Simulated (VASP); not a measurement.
Input for VASP

INCAR:
```
# general
SYSTEM =AgCl
PREC   =Accurate
ENCUT  =500   # plane-wave cut-off (eV)
LREAL  =.FALSE.   # projection in real space or not
LASPH  =.TRUE.   # aspherical one-centre terms

# electronic loop
EDIFF  =1E-6
NELM   =100   # most electronic steps
ALGO   =Normal
LMAXMIX=4   # l cut-off of mixed one-centre charges

# smearing
ISMEAR =0   # Gaussian
SIGMA  =0.05

# functional
GGA    =PE

# ions
IBRION =2   # conjugate gradients
NSW    =40   # most ionic steps
ISIF   =3
EDIFFG =-0.02   # ionic stop
PSTRESS=50   # kbar

# output
LWAVE  =.FALSE.
LCHARG =.FALSE.
```

**POSCAR**
```
AgCl
1
    0.0000000000     2.7176365665     2.7176365665
    2.7176365665    -0.0000000000     2.7176365665
    2.7176365665     2.7176365665     0.0000000000
Ag Cl
1 1
Direct
  0.0000000000   0.0000000000   0.0000000000
  0.5000000000   0.5000000000   0.5000000000
```

**KPOINTS**
```
K-points
0
Gamma
  8 8 8
0 0 0
```

POTCAR, in this order: Ag Cl (PBE.64 set). Program: vasp_std.

Task: Write an equivalent input for Quantum ESPRESSO's pw.x.

Result: One equivalent input (not run):
```
&CONTROL
  calculation = 'vc-relax'
  pseudo_dir = './pseudo'
  outdir = './out'
  tprnfor = .true.
  tstress = .true.
  nstep = 40
  forc_conv_thr = 0.00078
/
&SYSTEM
  ibrav = 0
  nat = 2
  ntyp = 2
  ecutwfc = 82
  occupations = 'smearing'
  smearing = 'gaussian'
  degauss = 0.003675
  input_dft = 'pbe'
/
&ELECTRONS
  conv_thr = 7.3e-08
  electron_maxstep = 100
/
&IONS
/
&CELL
  press = 50
/
ATOMIC_SPECIES
  Ag 107.868 Ag.upf
  Cl 35.450 Cl.upf
CELL_PARAMETERS angstrom
     0.0000000    2.7176366    2.7176366
     2.7176366   -0.0000000    2.7176366
     2.7176366    2.7176366    0.0000000
ATOMIC_POSITIONS crystal
  Ag   0.0000000  0.0000000  0.0000000
  Cl   0.5000000  0.5000000  0.5000000
K_POINTS automatic
  8 8 8 0 0 0
```
What does not carry over: the potentials are each code's own (VASP's PAW set, PseudoDojo norm-conserving files in pw.x), so ENCUT and ecutwfc are chosen apart and not converted; conv_thr bounds pw.x's estimated SCF error, while EDIFF bounds the energy change between steps; forc_conv_thr acts on force components and is met together with etot_conv_thr.

The compound is AgCl in the rock salt structure. It was relaxed first under an external pressure of 5 GPa.
